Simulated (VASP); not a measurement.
Consider the following.

```xyz
3
Lattice="1.9013 -3.2833 0.0000 1.9013 3.2833 0.0000 0.0000 0.0000 6.3107" Properties=species:S:1:pos:R:3 pbc="T T T"
Sn     0.0000     0.0000     0.0000
Se     1.9013     1.0944     1.5777
Se     1.9836    -1.0944     4.7330
```

Calculation: PBE GGA, VASP's PBE PAW potentials (set 64) (plane waves; VASP). Numerical set-up: 800 eV cut-off, 6×6×3 Γ-centred mesh, Gaussian smearing of 0.050 eV, potentials Sn_d Se.

Task: Which forces act on the atoms, in eV/Å?

Result: 
```
atom      Fx      Fy      Fz
----  ------  ------  ------
Sn1    0.240   0.031   0.037
Se2    0.049  -0.009   0.335
Se3   -0.289  -0.022  -0.372
```

Task: Give the stress tensor in GPa (positive for a compressed cell).

Result: 
```
4.02  0.21  0.94
0.21  4.23  0.04
0.94  0.04  3.68
```
The pressure is its mean diagonal, 3.98 GPa.

The compound is SnSe2 in the 1T layered structure. The cell was not relaxed at this level, atoms are displaced from their ideal sites. The run is one of a series of settings (ENCUT = 800 against the base run), some of them coarse on purpose.
